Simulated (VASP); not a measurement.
VASP runs on BN (space group P6_3mc) share one base input (PBE GGA, plane waves, VASP's PBE PAW potentials (set 64)) and change the settings named in each case.

File POSCAR:
```
BN
1
    2.6253830000     0.0000000000     0.0000000000
   -1.3126920000     2.2736490000     0.0000000000
    0.0000000000     0.0000000000    12.8826470000
B N
6 6
Direct
  0.0000000000   0.0000000000   0.0000000000
  0.0000000000   0.0000000000   0.5000000000
  0.6666670000   0.3333330000   0.8332500000
  0.3333330000   0.6666670000   0.3332500000
  0.6666670000   0.3333330000   0.1665000000
  0.3333330000   0.6666670000   0.6665000000
  0.0000000000   0.0000000000   0.8746000000
  0.0000000000   0.0000000000   0.3746000000
  0.6666670000   0.3333330000   0.7078500000
  0.3333330000   0.6666670000   0.2078500000
  0.6666670000   0.3333330000   0.0415000000
  0.3333330000   0.6666670000   0.5415000000
```

**KPOINTS**
```
Regular mesh
0
gamma
7 7 2
0 0 0
```

INCAR:
```
ALGO=Normal
EDIFF=1E-6
ENCUT=400
GGA=PE
ISIF=2
ISMEAR=-1
LASPH=.TRUE.
LCHARG=.FALSE.
LREAL=.FALSE.
LWAVE=.FALSE.
NELM=100
PREC=Accurate
SIGMA=0.1
SYSTEM=BN
```

POTCAR, in this order: B N (PBE.64 set). Program: vasp_std.

```json
[
 {"change": "base run", "E(σ→0) (eV/atom)": "-8.6868", "pressure (GPa)": "-29.31", "−TS (eV)": "0.0000"},
 {"change": "ENCUT = 160", "E(σ→0) (eV/atom)": "-8.1474", "pressure (GPa)": "-229.41", "−TS (eV)": "0.0000"},
 {"change": "SIGMA = 0.8", "E(σ→0) (eV/atom)": "-8.6747", "pressure (GPa)": "?", "−TS (eV)": "?"},
 {"change": "KPOINTS 1×1×1 Γ-centred mesh", "E(σ→0) (eV/atom)": "-3.2091", "pressure (GPa)": "70.38", "−TS (eV)": "0.0000"},
 {"change": "ISYM = 0", "E(σ→0) (eV/atom)": "-8.6868", "pressure (GPa)": "-29.31", "−TS (eV)": "0.0000"}
]
```

Q: Some entries are withheld; supply them.

A: 
- SIGMA = 0.8, pressure (GPa): -28.86
- SIGMA = 0.8, −TS (eV): -0.4406

Energies of different potentials or functionals have different zeros.

Left out are runs that ran out of time, are held back, or changed the cell or the kind of run, fixed moments of cells without a moment, rows past the twelfth, gaps on odd meshes, pressures of charged cells and columns that move by less than the noise.

The structure was generated: BN was put into an ordered model structure, which need not be its known phase. The cell was not relaxed at this level, its lattice was scaled by up to 2.5 %.
